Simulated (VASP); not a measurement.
An input for Ansatz (written as the equivalent of a VASP run, and not itself run):

Ansatz 0.2 input:
```yaml
crystal:
  lattice:
    - [2.0216406, -3.5015838, 0.0000000]
    - [2.0216406, 3.5015838, 0.0000000]
    - [0.0000000, 0.0000000, 5.1283031]
  atoms:
    - { symbol: Te, position: [0.3333330, 0.6666670, 0.2656948] }
    - { symbol: Te, position: [0.6666670, 0.3333330, 0.7343052] }
    - { symbol: Pt, position: [0.0000000, 0.0000000, 0.0000000] }
kpoints:
  mp_grid: { grid: [8, 8, 6] }
hamiltonian:
  xc: pbe
  dispersion: d4
  pseudopotentials: { kind: paw }
scf:
  occupations: { method: methfessel_paxton, width: 0.1 }
  max_iter: 100
relax:
  max_steps: 60
  f_tol: 0.02
  cell: {}
output: { forces: true, stress: true, eigenvalues: true }
```

### Question
Write the VASP files for the same calculation (PBE-D4).

### Answer
One answer among several that fit: 
**POSCAR**
```
PtTe2
1
    2.0216405737    -3.5015838075     0.0000000000
    2.0216405737     3.5015838075    -0.0000000000
    0.0000000000     0.0000000000     5.1283030636
Te Pt
2 1
Direct
  0.3333330000   0.6666670000   0.2656948398
  0.6666670000   0.3333330000   0.7343051602
  0.0000000000   0.0000000000   0.0000000000
```

INCAR:
```
! general
SYSTEM =PtTe2
PREC   =Accurate
ENCUT  =520
LREAL  =.False.
LASPH  =.True.

! electronic loop
EDIFF  =1E-6
NELM   =100
ALGO   =Normal
LMAXMIX=6

! smearing
ISMEAR =1
SIGMA  =0.1

! functional
GGA    =PE
IVDW   =13

! ions
IBRION =2
NSW    =60
ISIF   =3
EDIFFG =-0.02

! output
LWAVE  =.False.
LCHARG =.False.
```

### KPOINTS
```
kpoints
0
Gamma
 8 8 6
0 0 0
```

POTCAR, in this order: Te Pt (PBE.64 set). Program: vasp_std.

The two are equivalent in intent, not identical: each code has its own PAW files, so the cut-off isn't converted (ENCUT is set for VASP's; basis.ecutwfc is left out, and Ansatz then takes the one that its files recommend); Ansatz stops its SCF on the density residual and VASP on the energy change (EDIFF).

The compound is PtTe2 in the 1T layered structure. This run relaxes it. Symmetry was kept, so distortions that lower it aren't found. The start is the result of an earlier pass.
